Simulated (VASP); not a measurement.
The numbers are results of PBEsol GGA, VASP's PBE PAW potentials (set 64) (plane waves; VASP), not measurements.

The input files of a VASP run:

INCAR:
```
ALGO = Normal
EDIFF = 1E-6
EDIFFG = -0.02
ENCUT = 500
GGA = PS
IBRION = 2
ISIF = 3
ISMEAR = 1
LASPH = T
LCHARG = F
LMAXMIX = 4
LREAL = F
LWAVE = F
NELM = 100
NSW = 40
PREC = Accurate
PSTRESS = 300
SIGMA = 0.1
SYSTEM = Zn
```

### KPOINTS
```
Automatic mesh
0
Gamma
16 16 9
0 0 0
```

POSCAR:
```
Zn
1
    1.2725716218    -2.2041596144    -0.0000000000
    1.2725716218     2.2041596144     0.0000000000
   -0.0000000000     0.0000000000     4.3123300805
Zn
2
Direct
  0.3333330000   0.6666670000   0.2500000000
  0.6666670000   0.3333330000   0.7500000000
```

POTCAR, in this order: Zn (PBE.64 set). Program: vasp_std.

Energy and stress use the plane-wave basis of the starting cell.

Estimate the energy per atom (σ→0), volume per atom, band gap (on the k-mesh).

- energy per atom (σ→0): -1.385 eV/atom
- band gap (on the k-mesh): none (metal, semimetal or under 0.01 eV)
- volume per atom: 11.54 Å³/atom

File OSZICAR:
```
...
   4 F= 0.15522824E+01 E0= 0.15522617E+01  d E =-.355838E-01
       N       E                     dE             d eps       ncg     rms          rms(c)
DAV:   1    -0.277036915854E+01   -0.11722E-02   -0.92409E-03  5960   0.956E-01    0.133E-01
DAV:   2    -0.277008924984E+01    0.27991E-03   -0.32012E-04  5976   0.391E-01    0.787E-02
DAV:   3    -0.276994126658E+01    0.14798E-03   -0.15900E-04  6864   0.242E-01    0.118E-02
DAV:   4    -0.276994179944E+01   -0.53286E-06   -0.15978E-05  5512   0.471E-02    0.616E-03
DAV:   5    -0.276994166543E+01    0.13401E-06   -0.59603E-07  2632   0.106E-02
   5 F= 0.15521946E+01 E0= 0.15521621E+01  d E =-.877969E-04
```

The compound is Zn in the hcp structure. This run relaxes it under an external pressure of 30 GPa. Symmetry was kept, so distortions that lower it aren't found.
